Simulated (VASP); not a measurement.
Data:

```xyz
3
Lattice="2.1995 -3.7812 0.0000 2.1995 3.7812 0.0000 0.0000 0.0000 5.9697" Properties=species:S:1:pos:R:3 pbc="T T T"
Te     0.5785     0.9945     3.9798
Te     3.2421     0.0000     0.0000
Te     0.6388    -0.9945     1.9899
```

The numbers are results of PBE GGA, VASP's PBE PAW potentials (set 64) (plane waves; VASP), not measurements. Numerical set-up: 225 eV cut-off, 5×5×4 Γ-centred mesh, Gaussian smearing of 0.050 eV, potentials Te.

At this cut-off the stress carries a Pulay error, which pulls relaxed volumes low.

**Question.** Give the force on each atom (eV/Å).

**Answer.** 
| atom | Fx | Fy | Fz |
|---|---|---|---|
| Te1 | 0.274 | 0.395 | 0.021 |
| Te2 | -0.306 | -0.024 | 0.057 |
| Te3 | 0.032 | -0.371 | -0.078 |

**Question.** Give the stress tensor in GPa (positive for a compressed cell).

**Answer.** 
```
 2.39   0.20  -0.34
 0.20   2.95   0.38
-0.34   0.38   3.23
```
The pressure is its mean diagonal, 2.85 GPa.

The compound is Te in the trig structure. The cell was not relaxed at this level, atoms are displaced from their ideal sites. The run is one of a series of settings (ENCUT = 225 against the base run), some of them coarse on purpose.
